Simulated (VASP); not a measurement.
**N: single point with LDA**

N:

```
CELL_PARAMETERS angstrom
14.00000 0.00000 0.00000
0.00000 14.50000 0.00000
0.00000 0.00000 15.00000
ATOMIC_POSITIONS crystal
N 0.50000 0.50000 0.50000
```

```yaml
Program: VASP 6.6.1
Task: single point
Functional: LDA
Potentials_or_basis: VASP PAW LDA potentials, release 64 (N)
Cutoff: 450 eV
k_mesh: 1 × 1 × 1
Occupations: gaussian, width 0.005 eV
Spin: collinear spin, ferromagnetic start
Starting_moments: "[3.0] μB"
```

```json
{"Gap between the frontier levels": "3.88 eV", "Net moment": "3.00 μB per cell", "Site moments": "N +1.92 μB", "Valence electrons inside the program's atomic spheres": "N 3.25"}
```

Levels at points of the mesh, in eV from the valence-band top:
Spin up:
```csv
k point,band 1,band 2,band 3,band 4,band 5,band 6,band 7,band 8
"(0.00, 0.00, 0.00)",-11.23,0.00,0.00,0.00,8.11,8.68,8.89,8.93
```
Spin down:
```csv
k point,band 1,band 2,band 3,band 4
"(0.00, 0.00, 0.00)",-7.05,3.88,3.88,3.88
```

Run time: 26 s on 2 MPI ranks on Intel(R) Xeon(R) 6975P-C (Granite Rapids), on a shared host, peak memory 0.79 GiB a rank.
